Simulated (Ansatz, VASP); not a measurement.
## H4C (CH4): VASP beside Ansatz

Aim: how closely do two programs agree when they are given the same cell, functional and k mesh? The cell is taken from a series of runs on this material, whose earlier steps may have relaxed, scaled, displaced or heated it; both programs get it as it stands.

Method: plane waves, with VASP 6.6.1 beside it; single point at HSE06 with D3(BJ), in Ansatz 0.2.0.

## (1) The starting structure

The cell holds 5 atoms: 4 H and 1 C. Cell: a = 12.000 Å, b = 12.300 Å, c = 12.600 Å, α = 90.0°, β = 90.0°, γ = 90.0°. As first built, before any earlier steps moved the atoms (in the runner's words): one molecule of CH4 in a box of 12 x 12.3 x 12.6 A, bonds from typed starting values. Vacuum lies along a, b and c.

Coordinates:

```cif
data_structure
_symmetry_space_group_name_H-M 'P 1'
_symmetry_Int_Tables_number 1
_cell_length_a 12.0000
_cell_length_b 12.3000
_cell_length_c 12.6000
_cell_angle_alpha 90.000
_cell_angle_beta 90.000
_cell_angle_gamma 90.000
_cell_volume 1859.76
loop_
_atom_site_label
_atom_site_type_symbol
_atom_site_fract_x
_atom_site_fract_y
_atom_site_fract_z
_atom_site_occupancy
H1 H 0.51113 0.51349 0.44081 1
H2 H 0.42767 0.53580 0.55627 1
H3 H 0.53013 0.43006 0.55585 1
H4 H 0.57274 0.56944 0.55804 1
C5 C 0.51046 0.51216 0.52776 1
```

## (2) VASP: single point, HSE06 with D3(BJ)

A single point gives forces, pressure and levels at one fixed geometry, so differences don't come from the geometry; what else differs is listed under the comparison.

Lines of VASP's logs that name or quote its potential files are left out, and so is its time.

The run reads the wave functions of an earlier VASP run, which isn't shown here.

INCAR reads:

```
SYSTEM = H4C
PREC = Accurate
ENCUT = 970
EDIFF = 1E-06
NELM = 100
ISMEAR = -1
SIGMA = 0.01
LREAL = .FALSE.
ALGO = Normal
LHFCALC = .TRUE.
AEXX = 0.25
GGA = PE
HFSCREEN = 0.208
IVDW = 12
VDW_S6 = 1
VDW_S8 = 2.31
VDW_A1 = 0.383
VDW_A2 = 5.685
LASPH = .TRUE.
NBANDS = 10
PRECFOCK = Fast
LORBIT = 11
LWAVE = .FALSE.
LCHARG = .FALSE.
ISIF = 2
```

POSCAR reads:

```
H4C
1.0
   12.0000000000      0.0000000000      0.0000000000
    0.0000000000     12.3000000000      0.0000000000
    0.0000000000      0.0000000000     12.6000000000
H C
4 1
Direct
    0.5111300000      0.5134900000      0.4408100000
    0.4276700000      0.5358000000      0.5562700000
    0.5301300000      0.4300600000      0.5558500000
    0.5727400000      0.5694400000      0.5580400000
    0.5104600000      0.5121600000      0.5277600000
```

KPOINTS reads:

```
Automatic mesh
0
Gamma
1 1 1
0 0 0
```

The projector-augmented-wave data sets are H_h and C_h (PBE family, release 64).

Started as:

```sh
$ export OMP_NUM_THREADS=4
$ mpirun -np 1 vasp_gam
```

Numbers of over 12 decimals in the logs are rounded to 6 here.

Output:

```text
[banner, memory and clock lines left out]
running    1 mpi-ranks, on    1 nodes
 distrk:  each k-point on    1 cores,    1 groups
 distr:  one band on    1 cores,    1 groups
 Offloading initialized ...    1 GPUs detected
 POSCAR found type information on POSCAR H C
 POSCAR found :  2 types and       5 ions
 LDA part: xc-table for (Slater+PW92), standard interpolation
 found WAVECAR, reading the header
 POSCAR, INCAR and KPOINTS ok, starting setup
 FFT: planning ... GRIDC
 FFT: planning ... GRID_SOFT
 FFT: planning ... GRID
 reading WAVECAR
 the WAVECAR file was read successfully
 initial charge from wavefunction
 entering main loop
       N       E                     dE             d eps       ncg     rms          rms(c)
DAV:   1    -0.273587012482E+02   -0.27359E+02   -0.17079E-01    28   0.401E+00    0.289E-01
DAV:   2    -0.273590825168E+02   -0.38127E-03   -0.97752E-04    22   0.194E-01    0.178E-01
DAV:   3    -0.273587707504E+02    0.31177E-03   -0.29943E-04    30   0.130E-01    0.995E-02
DAV:   4    -0.273586583274E+02    0.11242E-03   -0.49498E-05    20   0.581E-02    0.581E-02
DAV:   5    -0.273586134793E+02    0.44848E-04   -0.17038E-05    20   0.293E-02    0.347E-02
DAV:   6    -0.273586000424E+02    0.13437E-04   -0.82761E-06    22   0.180E-02    0.210E-02
DAV:   7    -0.273585999279E+02    0.11455E-06   -0.31954E-06    28   0.104E-02
   1 F= -.27374641E+02 E0= -.27374641E+02  d E =-.163207E-10
```

From OUTCAR (step 2):

```text
ion  position               nearest neighbor table
   1  0.511  0.513  0.441-   5 1.10
   2  0.428  0.536  0.556-   5 1.10
   3  0.530  0.430  0.556-   5 1.10
   4  0.573  0.569  0.558-   5 1.10
   5  0.510  0.512  0.528-   4 1.10   2 1.10   1 1.10   3 1.10

  LATTYP: Found a simple orthorhombic cell.
 ALAT       =    12.0000000000
 B/A-ratio  =     1.0250000000
 C/A-ratio  =     1.0500000000

 Subroutine GETGRP returns: Found  1 space group operations
 (whereof  1 operations were pure point group operations)

The static configuration has the point symmetry C_1 .

 Found      1 irreducible k-points:

   k-points           NKPTS =      1   k-points in BZ     NKDIM =      1   number of bands    NBANDS=     10

   dimension x,y,z NGX =   126 NGY =  126 NGZ =  128
   dimension x,y,z NGXF=   252 NGYF=  252 NGZF=  256

   ENCUT  =  970.0 eV  71.29 Ry    8.44 a.u.  30.47 31.24 32.00*2*pi/ulx,y,z

   NELECT =       8.0000    total number of electrons

 k-points in reciprocal lattice and weights: Automatic mesh
   0.00000000  0.00000000  0.00000000       1.000

  exchange ACFDT corr.  =         0.00000000  see jH, gK, PRB 81, 115126

 average (electrostatic) potential at core
       1 -39.8754       2 -39.8750       3 -39.8770       4 -39.8766       5 -78.2694

 E-fermi : -10.2253

 k-point     1 :       0.0000    0.0000    0.0000
  band No.  band energies     occupation
      1     -18.9068      2.00000
      2     -10.4886      2.00000
      3     -10.4799      2.00000
      4     -10.4722      2.00000
      5      -0.4072      0.00000
      6       0.5152      0.00000
      7       0.6300      0.00000
      8       0.6700      0.00000
      9       0.7134      0.00000
    ...

 Edisp (eV)   -0.01604

  Total      -0.37592    -0.37024    -0.37259     0.00341     0.01003    -0.01325
  in kB      -0.32385    -0.31896    -0.32099     0.00293     0.00864    -0.01141
  external pressure =       -0.32 kB  Pullay stress =        0.00 kB

  energy-cutoff  :      970.00
  volume of cell :     1859.76
      direct lattice vectors                 reciprocal lattice vectors
    12.000000000  0.000000000  0.000000000     0.083333333  0.000000000  0.000000000
     0.000000000 12.300000000  0.000000000     0.000000000  0.081300813  0.000000000
     0.000000000  0.000000000 12.600000000     0.000000000  0.000000000  0.079365079

 POSITION                                       TOTAL-FORCE (eV/Angst)
 -----------------------------------------------------------------------------------
      6.13356      6.31593      5.55421         0.009184     -0.011174      0.238116
      5.13204      6.59034      7.00900         0.217751     -0.065180     -0.067321
      6.36156      5.28974      7.00371        -0.054431      0.221883     -0.083535
      6.87288      7.00411      7.03130        -0.163143     -0.151474     -0.083367
      6.12552      6.29957      6.64978        -0.009361      0.005946     -0.003893
 -----------------------------------------------------------------------------------
    total drift:                                0.000562      0.000063      0.000183

  FREE ENERGIE OF THE ION-ELECTRON SYSTEM (eV)
  ---------------------------------------------------
  free  energy   TOTEN  =       -27.3746412011 eV

  energy  without entropy=      -27.3746412011  energy(sigma->0) =      -27.37464120

 total charge
# of ion       s       p       d       tot
------------------------------------------
    1        0.360   0.011   0.000   0.371
    2        0.360   0.011   0.000   0.371
    3        0.360   0.011   0.000   0.371
    4        0.360   0.011   0.000   0.371
    5        0.447   1.045   0.000   1.492
--------------------------------------------------
tot          1.887   1.090   0.000   2.977
```

## (3) Ansatz: single point, HSE06 with D3(BJ)

Ansatz runs on its default PAW (the set named soft_2) files.

The same cell, functional, mesh and smearing now go to Ansatz, which takes its cutoff from its data sets.

input.yaml reads:

```yaml
crystal:
  lattice:
    - [12.0, 0.0, 0.0]
    - [0.0, 12.3, 0.0]
    - [0.0, 0.0, 12.6]
  atoms:
    - { symbol: H, position: [0.51113, 0.51349, 0.44081] }
    - { symbol: C, position: [0.51046, 0.51216, 0.52776] }
    - { symbol: H, position: [0.42767, 0.5358, 0.55627] }
    - { symbol: H, position: [0.53013, 0.43006, 0.55585] }
    - { symbol: H, position: [0.57274, 0.56944, 0.55804] }
kpoints:
  mp_grid: { grid: [1, 1, 1] }
hamiltonian:
  xc: hse06
  dispersion: d3bj
scf:
  occupations: { method: fermi_dirac, width: 0.01 }
output:
  forces: true
```

Started as:

```sh
$ ansatz run input.yaml --threads 4 --pin off --max-ram 8192MiB --backend cpu --events-out ev --progress --plain --runs-dir out
```

Output:

```text
Engine: ansatz 0.2.0, aarch64-unknown-linux-gnu
Pseudopotentials: kind: paw
Pseudopotential: H, paw, valence charge 1, recommended cutoff 420 eV (normal), H.paw.azcp
Pseudopotential: C, paw, valence charge 4, recommended cutoff 420 eV (normal), C.paw.azcp
Functional definition: HSE06
  parameter a = 0.25
  parameter omega = 0.11/bohr
  exchange = pbe_x - a*pbe_x_sr(omega) + a*exact_x_sr(omega)
  correlation = pbe_c
Crystal: 5 atoms, lattice volume = 1859.760 Å³
Basis set: ecut = 420 eV, 36331 PW (Γ), exchange–correlation on 162×180×180 points (8 copies of the dense FFT grid, shifted against one another)
Bands: 9, of which v1, the nominal top of the filled ones, is band 4 counted from 1 (3 counted from 0)
Symmetry: 1 space group operations
Space group: P1 (ITA 1), of the structure as read, at distance tolerance 1.2e-4 Å
k-points: 1
Non-local potential: H, projectors of the file, l = 0: 2, l = 1: 1
Non-local potential: C, projectors of the file, l = 0: 2, l = 1: 2, l = 2: 1
PAW form: soft (Blöchl's): semilocal exchange-correlation on the pseudo side does not see the compensation charge
PAW frozen core: C, regenerated for the run's functional, and the local potential with it (the file was generated under x = pbe(κ = 0.804, μ = 0.219515), c = pbe(β = 0.066725))
PAW one-centre angular grid: H, 110 points (default); XC on 64 Gauss nodes
PAW one-centre angular grid: C, 110 points (default); XC on 64 Gauss nodes
Initial density: superposition of atomic densities (neutral atoms: chi_scale 0, normalization atom), corrected by the library's trained network
Initial wavefunctions: pseudopotential atomic-orbital guess
Functional: x = pbe(κ = 0.804, μ = 0.219515), c = pbe(β = 0.066725), warm-up for x = pbe(κ = 0.804, μ = 0.219515) + 0.25 (exact − pbe) at short range (hse, ω = 0.207870 Å⁻¹), c = pbe(β = 0.066725); HSE06 as pw.x's `hse` composes it (authors' and Libxc's form: `xc: wpbeh`)
SCF iter   1: F=—  HF=-315.719057 eV  |F-HF|=—  |Δ(HF+E_count)|=         —  Δρ=5.07e-4  dr2=1.96e-2  ethr=1.77e-3  ⟨swp⟩=17.0  Hψ=90  notcnv=0
preconditioner: auto → none  [insulator: Δε(μ)=8.900 eV  Ē_g=9.773 eV  σ=0.010 eV  W_gap=1.00  n_scr=32 (ndim 8)  ℏωp=2.1 eV  f_vac=0.871  D(μ)=0.00/eV (n_scr^D=0)]
SCF iter   2: F=—  HF=-315.719118 eV  |F-HF|=—  |Δ(HF+E_count)|=   6.13e-5  Δρ=3.30e-4  dr2=3.38e-3  ethr=2.45e-4  ⟨swp⟩=9.0  Hψ=39  notcnv=0
SCF iter   3: F=-315.723327 eV  HF=-315.721617 eV  |F-HF|=1.71e-3  |Δ(HF+E_count)|=   2.50e-3  Δρ=7.48e-5  dr2=4.96e-4  ethr=4.22e-5  ⟨swp⟩=3.0  Hψ=23  notcnv=0  defer=5
SCF 1 stopped early in 3 iterations: F = -315.723327 eV  dr2 = 4.96e-4
  greatest PAW one-centre occupation: 0.657 electrons in one spin orbital (limit 2), on the C atom at site 1 (counted from 0), in its partial waves of l = 0
Initial density: handed on by an earlier stage of this run
Initial wavefunctions: those handed on with the density
Functional: x = pbe(κ = 0.804, μ = 0.219515) + 0.25 (exact − pbe) at short range (hse, ω = 0.207870 Å⁻¹), c = pbe(β = 0.066725); HSE06 as pw.x's `hse` composes it (authors' and Libxc's form: `xc: wpbeh`)
Exchange kernel: α = 0.2500, screened, ω = 0.2079 Å⁻¹, Wigner–Seitz truncation, v(0) = 986.5109 eV·Å³, q-mesh 1×1×1, nearest image of the exchange supercell L = 12.00 Å, pair-density grid 60×60×60, without the augmentation charges, whose exchange is taken in its separable form (sized by the pseudopotential files, 81×81×90 at the most)
Frozen-core exchange: fock
SCF iter   1: F=—  HF=-315.917585 eV  |F-HF|=—  |Δ(HF+E_count)|=         —  Δρ=5.74e-4  dr2=4.08e-3  ethr=6.20e-5  ⟨swp⟩=10.0  Hψ=56  notcnv=0
preconditioner: auto → none  [insulator: Δε(μ)=10.036 eV  Ē_g=12.980 eV  σ=0.010 eV  W_gap=1.00  n_scr=32 (ndim 8)  ℏωp=2.4 eV  f_vac=0.930  D(μ)=0.00/eV (n_scr^D=0)]
SCF iter   2: F=—  HF=-315.917525 eV  |F-HF|=—  |Δ(HF+E_count)|=   6.02e-5  Δρ=2.18e-4  dr2=6.25e-4  ethr=4.64e-5  ⟨swp⟩=3.0  Hψ=23  notcnv=0  defer=5
iter 3 solved again at ethr=4.12e-7 eV; its pass at ethr=6.96e-6 eV (dr2=3.29e-5 eV) is discarded
SCF iter   3: F=—  HF=-315.918880 eV  |F-HF|=—  |Δ(HF+E_count)|=   1.35e-3  Δρ=6.14e-5  dr2=3.58e-5  ethr=4.12e-7  ⟨swp⟩=3.0  Hψ=46  notcnv=0  defer=5
SCF iter   4: F=—  HF=-315.918859 eV  |F-HF|=—  |Δ(HF+E_count)|=   2.14e-5  Δρ=1.68e-5  dr2=2.26e-6  ethr=4.12e-7  ⟨swp⟩=3.0  Hψ=23  notcnv=0  defer=5
SCF iter   5: F=—  HF=-315.918888 eV  |F-HF|=—  |Δ(HF+E_count)|=   2.99e-5  Δρ=5.16e-6  dr2=6.95e-7  ethr=2.65e-8  ⟨swp⟩=5.0  Hψ=35  notcnv=0  defer=4
SCF iter   6: F=-315.918888 eV  HF=-315.918888 eV  |F-HF|=1.39e-7  |Δ(HF+E_count)|=   9.20e-8  Δρ=2.09e-6  dr2=2.24e-7  ethr=6.93e-9  ⟨swp⟩=4.0  Hψ=31  notcnv=0  defer=4
SCF 2 stopped early in 6 iterations: F = -315.918888 eV  dr2 = 2.24e-7
  Residual-converged pass: ⟨swp⟩=3.0  Hψ=16  notcnv=0  max |occ|·‖R‖ = 4.6e-6 eV (tolerance 6.7e-6 eV)  dr2=2.25e-7  dr2_onsite=1.02e-9  max |Δocc| = 0.0e0
  greatest PAW one-centre occupation: 0.659 electrons in one spin orbital (limit 2), on the C atom at site 1 (counted from 0), in its partial waves of l = 0
hybrid outer 1: dexx = +1.139e-3 eV, tail = 1.35e-6 eV
Exchange kernel: α = 0.2500, screened, ω = 0.2079 Å⁻¹, Wigner–Seitz truncation, v(0) = 986.5109 eV·Å³, q-mesh 1×1×1, nearest image of the exchange supercell L = 12.00 Å, pair-density grid 60×60×60, without the augmentation charges, whose exchange is taken in its separable form (sized by the pseudopotential files, 81×81×90 at the most)
Frozen-core exchange: fock
SCF iter   1: F=—  HF=-315.918892 eV  |F-HF|=—  |Δ(HF+E_count)|=         —  Δρ=3.10e-6  dr2=1.59e-7  ethr=8.45e-8  ⟨swp⟩=20.0  Hψ=84  notcnv=2
preconditioner: auto → none  [insulator: Δε(μ)=10.138 eV  Ē_g=13.095 eV  σ=0.010 eV  W_gap=1.00  n_scr=32 (ndim 8)  ℏωp=2.4 eV  f_vac=0.936  D(μ)=0.00/eV (n_scr^D=0)]
SCF iter   2: F=—  HF=-315.918892 eV  |F-HF|=—  |Δ(HF+E_count)|=   6.53e-8  Δρ=1.58e-6  dr2=4.08e-8  ethr=1.96e-9  ⟨swp⟩=5.0  Hψ=33  notcnv=0
SCF iter   3: F=—  HF=-315.918892 eV  |F-HF|=—  |Δ(HF+E_count)|=   1.05e-8  Δρ=4.04e-7  dr2=5.45e-9  ethr=4.87e-10  ⟨swp⟩=6.0  Hψ=32  notcnv=0
SCF iter   4: F=—  HF=-315.918892 eV  |F-HF|=—  |Δ(HF+E_count)|=   4.95e-8  Δρ=6.95e-7  dr2=1.02e-8  ethr=2.23e-11  ⟨swp⟩=6.0  Hψ=44  notcnv=0  defer=4
SCF iter   5: F=-315.918892 eV  HF=-315.918892 eV  |F-HF|=1.97e-11  |Δ(HF+E_count)|=   3.25e-9  Δρ=4.84e-8  dr2=2.69e-10  ethr=2.23e-11  ⟨swp⟩=6.0  Hψ=34  notcnv=0  defer=1
SCF 3 converged in 5 iterations: F = -315.918892 eV  dr2 = 2.69e-10
  Residual-converged pass: ⟨swp⟩=3.0  Hψ=16  notcnv=0  max |occ|·‖R‖ = 3.1e-7 eV (tolerance 7.0e-7 eV)  dr2=2.67e-10  dr2_onsite=3.18e-13  max |Δocc| = 0.0e0
hybrid outer 2: dexx = +5.531e-8 eV, tail = 6.64e-10 eV, Δε = 5.75e-4 eV (about 1.25e-5 eV left of the loop's levels), ΔF = 1.65e-3 eV/Å (tail 1.68e-4)
hybrid SCF converged: 2 outer / 11 inner (+3 warm-up), last move |dexx| = 5.53e-8 eV, tail = 6.64e-10 eV
Stability not checked: this state was not tested for a lower state beside it, because the functional holds exact exchange (a hybrid, or Hartree-Fock), whose exchange loop this test does not read (fock_operator; see scf.lower_state_search)
Free energy (F): -315.918892 eV
Frozen-core exchange: fock
Harris-Foulkes:  -315.918892 eV  (|F-HF|=1.97e-11)
Internal energy: -315.918892 eV  (E = F + TS)
E sigma→0 (E₀):  -315.918892 eV
Fermi energy:    -5.379741 eV
--- Per-component energies (eV) ---
  E_band       = -100.521297
  E_kinetic    = 146.240960
  E_local      = -771.290443  (includes V_loc(G=0)·N_el)
  E_nonlocal   = 33.393923
  E_hartree    = 308.881817
  E_xc         = -68.147378
  E_vxc        = -84.908557  (∫ρ·V_xc dr)
  E_exx        = -16.625228  (= α·E_x^exact, valence–valence)
  E_paw        = -101.262332  (= ΣΔE_a)
  E_vpaw       = -8.464915  (= ΣTr[D̂ρ^β])
  E_aug_tail   = -0.005512  (compensation charges beyond the density's cutoff)
  E_ewald      = 152.928563
  E_disp       = -0.016042  (pairwise vdW)
  E_core_change = -0.017218  (= ΣΔE_core)
  E_smearing   = -0.000000  (= −TS)
  E_closure    = -0.000002  (closes the sum)
  Σ components = -315.918892   (vs F -315.918892, Δ=0.00e0)
--- Forces (eV/Å), atoms counted from 1 ---
  atom   1  H      0.00899156    -0.01165939     0.25095592
  atom   2  C     -0.00935664     0.00578379    -0.00375269
  atom   3  H      0.22967823    -0.06827598    -0.07157781
  atom   4  H     -0.05726166     0.23378539    -0.08782065
  atom   5  H     -0.17206675    -0.15962261    -0.08781121
  max |Σ_I F_I| component: 1.53e-5 eV/Å
--- Band table (eV) ---
  k-point 0: bands = ["-18.8816", "-10.4681", "-10.4594", "-10.4516", "-0.3129"]
  guard bands above this table: 4 of the run's 9 bands. The solve was not asked for them (output.publish_guard_bands: true or output.eigenvalues: true publishes all)
```

Reading the cycles: dr2 is the Hartree energy of the density residual (eV), the measure of convergence; HF is the Harris–Foulkes estimate of the energy, which meets the free energy F at convergence.

## (4) Side by side

Known differences besides the potentials themselves: exact exchange at q = 0 is treated differently, which shows on coarse meshes; VASP keeps PBE cores, Ansatz makes them for the functional; the cutoff is 420 eV in Ansatz and 970 eV in VASP; VASP takes a coarser grid for exact exchange (PRECFOCK = Fast). Total energies have different zeros and are not compared.

Compared:

| quantity | Ansatz | VASP | difference |
| --- | --- | --- | --- |
| gap on the k mesh (eV) | 10.139 | 10.065 | +0.074 |

Forces (eV/Å; atoms numbered as in POSCAR):

| atom | Ansatz x, y, z | VASP x, y, z |
| --- | --- | --- |
| H1 | 0.009, -0.012, 0.251 | 0.009, -0.011, 0.238 |
| H2 | 0.230, -0.068, -0.072 | 0.218, -0.065, -0.067 |
| H3 | -0.057, 0.234, -0.088 | -0.054, 0.222, -0.084 |
| H4 | -0.172, -0.160, -0.088 | -0.163, -0.151, -0.083 |
| C5 | -0.009, 0.006, -0.004 | -0.009, 0.006, -0.004 |

The forces differ by 6.7 meV/Å r.m.s., which is 5.4 % of the r.m.s. force of 0.124 eV/Å (both taken over all components).

## (5) Results

| Quantity | Value |
| --- | --- |
| r.m.s. force difference (single point, HSE06 with D3(BJ)) | 6.7 meV/Å |
| difference in gap on the k mesh (single point, HSE06 with D3(BJ)) | 0.074 eV |

What this shows: The difference in gap on the k mesh is 0.074 eV (single point, HSE06 with D3(BJ)), within the 0.08 eV picked in this series as the mark of a large difference. Such differences can come from data sets, numerical settings and the points named under the comparisons, not from the functional's error against experiment.

[Lines on the potential files, build, host, timing and source positions are cut from VASP's logs without a mark.]

[Logs are printed without paths, hosts, clocks, repeated set-up lines and the standing remarks that a program may print on its own settings, such as how far it seeks lower states.]

[Hosts, paths, dates, database ids (printed as entryN), source tags and the programs' standing remarks are cut or masked in the printed files.]
